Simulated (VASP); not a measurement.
Crystal: Sc.

```xyz
2
Lattice="3.3090 0.0000 0.0000 -1.6545 2.8657 0.0000 0.0000 0.0000 5.2733" Properties=species:S:1:pos:R:3 pbc="T T T"
Sc    0.0000    1.9105    1.3183
Sc    1.6545    0.9552    3.9550
```

```yaml
Program: VASP 6.6.1
Task: relaxation of cell and atoms
Functional: PBE
Potentials_or_basis: VASP PAW PBE potentials, release 64 (Sc_sv)
Cutoff: 600 eV
k_mesh: 15 × 15 × 8
Occupations: methfessel-paxton, width 0.1 eV
Spin: no spin polarisation
```

At the start: pressure -0.7 GPa; volume 25.00 Å³/atom.

Problem. Where does the relaxation end?

Solution. Over 5 steps the energy falls by 3.3 meV/atom and the volume is 24.63 Å³/atom (-1.5 %); space group P6_3/mmc (No. 194, to 0.05 Å).

Step by step:
| step | energy change (eV) | largest force (eV/Å) | pressure (GPa) | volume (Å³) |
| --- | --- | --- | --- | --- |
| 1 | 0.0000 | 0.0000 | -0.71 | 50.00 |
| 2 | -0.0053 | 0.0000 | 0.12 | 49.20 |
| 3 | -0.0056 | 0.0000 | 0.36 | 48.98 |
| 4 | -0.0065 | 0.0000 | 0.05 | 49.24 |
| 5 | -0.0065 | 0.0000 | 0.02 | 49.27 |

Final structure:
```
Sc
1.0
     3.32083    0.00000    0.00000
    -1.66041    2.87592    0.00000
     0.00000    0.00000    5.15890
Sc
2
Cartesian
  0.0000 1.9173 1.2897
  1.6604 0.9586 3.8692
```
